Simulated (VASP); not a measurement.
Shape and ions are relaxed at each volume.

Input:

Space group P6₃/mmc (No. 194); a = b = 3.5662 Å, c = 5.6069 Å, α = β = 90.00°, γ = 120.00°

| atom | site | symmetry | x | y | z |
|---|---|---|---|---|---|
| Tb | 2c | -6m2 | 0.3333 | 0.6667 | 0.2500 |

The numbers are results of optB86b-vdW, VASP's PBE PAW potentials (set 64) (plane waves; VASP 6.6.1), not measurements. Run with 520 eV cut-off, 12×12×7 Γ-centred mesh, first-order Methfessel-Paxton smearing of 0.10 eV, potentials Tb_3.

The 4f electrons are frozen in the core of the lanthanide potential, so 4f levels, which can set the real gap, and their magnetism are missing.

**Question.** Give the energy at these volumes per atom, relative to the lowest: 29.14, 30.07, 31.00, 31.93, 32.86 Å³.

**Answer.** 13.1, 2.6, 0.0, 4.2, 14.7 meV/atom. A third-order Birch-Murnaghan fit gives B0 = 40.3 GPa and B0′ = 2.6.

Measured: bulk modulus 38.7 GPa (computed value off by +4.1 %), as given by Wikipedia, Terbium (infobox). The calculation is for a static lattice, while the measured bulk modulus holds thermal and zero-point effects, which are part of the difference.

The compound is Tb in the hcp structure. It was relaxed first.
